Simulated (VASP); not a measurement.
Shape and ions are relaxed at each volume.

Input:

```
NiSb
1.0
    1.95325    -3.38312     0.00000
    1.95325     3.38312     0.00000
    0.00000     0.00000     5.06546
Ni Sb
2 2
Direct
  0.00000   0.00000   0.50000
  0.00000   0.00000   0.00000
  0.33333   0.66667   0.25000
  0.66667   0.33333   0.75000
```

The numbers are results of AM05 GGA, VASP's PBE PAW potentials (set 64) (plane waves; VASP 6.6.1), not measurements. Run with 520 eV cut-off, 9×9×6 Γ-centred mesh, first-order Methfessel-Paxton smearing of 0.10 eV, potentials Ni Sb.

Task: Give the energy at these volumes per atom, relative to the lowest: 15.76, 16.26, 16.77, 17.27, 17.77 Å³.

Result: 26.0, 5.7, 0.0, 6.4, 23.0 meV/atom. A third-order Birch-Murnaghan fit gives B0 = 130 GPa and B0′ = 5.1.

The compound is NiSb in the NiAs type structure. It was relaxed first. The run is not spin-polarised, so no magnetic state was tried.
